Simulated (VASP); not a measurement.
```
AlGaN2
1.0
    3.14217     0.00000     0.00000
    0.00000     3.14217     0.00000
    0.00000     0.00000     4.42084
Al Ga N
1 1 2
Direct
  0.50000   0.50000   0.50000
  0.00000   0.00000   0.00000
  0.50000   0.00000   0.73982
  0.00000   0.50000   0.26018
```

The numbers are results of PBEsol GGA, VASP's PBE PAW potentials (set 64) (plane waves; VASP 6.6.1), not measurements. Run with 650 eV cut-off, 6×6×5 Γ-centred mesh, Gaussian smearing of 0.050 eV, potentials Al Ga_d N.

Q: Give the elastic stiffness tensor with the ions relaxed (GPa, in the frame of the cell).

A: 
```
      xx    yy   zz   yz   xz    xy
--  ----  ----  ---  ---  ---  ----
xx   384  51.4  153  0.0  0.0   0.0
yy  51.4   384  153  0.0  0.0   0.0
zz   153   153  274  0.0  0.0   0.0
yz   0.0   0.0  0.0  164  0.0   0.0
xz   0.0   0.0  0.0  0.0  164   0.0
xy   0.0   0.0  0.0  0.0  0.0  64.7
```

Q: Estimate the Hill bulk modulus, Hill shear modulus, Young's modulus, Poisson's ratio.

A: 
The Hill bulk modulus is 195 GPa. The Hill shear modulus is 112 GPa and the Young's modulus is 283 GPa. The Poisson's ratio is 0.259.

The structure comes from a computed database's AlGaN2 entry (P-4m2); how it stands against other phases isn't given here. It was relaxed first.
